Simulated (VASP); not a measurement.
# AlNH₂BrCl: harmonic vibrations of a molecule

AlNH₂BrCl, molecule in box, 6 atoms in the cell. PBE, harmonic vibrations; PAW potentials N, Al, Cl, Br, H (PBE set).

## Input

INCAR.step1:
```
PREC = Accurate
ENCUT = 400
EDIFF = 1E-8
ISMEAR = 0
SIGMA = 0.01
ISYM = 0
LREAL = F
LASPH = T
NELM = 100
ALGO = Normal
LWAVE = F
LCHARG = F
IBRION = 2
NSW = 60
ISIF = 2
EDIFFG = -0.002
POTIM = 0.5
```

INCAR.step2:
```
PREC = Accurate
ENCUT = 400
EDIFF = 1E-8
ISMEAR = 0
SIGMA = 0.01
ISYM = 0
LREAL = F
LASPH = T
NELM = 100
ALGO = Normal
LWAVE = F
LCHARG = F
IBRION = 5
NFREE = 2
POTIM = 0.015
NSW = 1
```

KPOINTS:
```
k-points
0
Gamma
  1 1 1
```

POSCAR.step1:
```
AlH2BrNCl
1.0
   12.0000000000      0.0000000000      0.0000000000
    0.0000000000     13.0000000000      0.0000000000
    0.0000000000      0.0000000000     12.0000000000
N Al Cl Br H
1 1 1 1 2
Direct
    0.4862791700      0.5937230800      0.4931416700
    0.4978041700      0.4599769200      0.5016000000
    0.6082875000      0.3939538500      0.6147583300
    0.3938791700      0.3597846200      0.3909083300
    0.5301958300      0.6434461500      0.5401166700
    0.4348375000      0.6310000000      0.4406333300
```

Commands (each step's output is kept before the next begins):
```
cat potpaw_PBE.64/N/POTCAR potpaw_PBE.64/Al/POTCAR potpaw_PBE.64/Cl/POTCAR potpaw_PBE.64/Br/POTCAR potpaw_PBE.64/H/POTCAR > POTCAR
cp INCAR.step1 INCAR
cp POSCAR.step1 POSCAR
mpirun -np 4 vasp_gam > vasp.out
cp CONTCAR POSCAR
cp INCAR.step2 INCAR
mpirun -np 4 vasp_gam > vasp.out
```

## Result

- Vibrations (cm⁻¹; a negative value is imaginary): 3598, 3507, 1508, 838, 680, 526, 364, 350, 345, 200, 156, 122
- Zero-point energy (eV): 0.756
- Translations and rotations, which should read zero (cm⁻¹): -4, -1, 0, 5, 6, 12
- Vibrational entropy at 298 K (meV/K): 0.536
- Displaced cells: 36
- Ionic steps, all stages: 69
- Electronic steps, all stages: 1071

VASP 6.6.1 took 1257 s on 4 cores (AMD EPYC 7R13 (Zen 3)), a shared host.
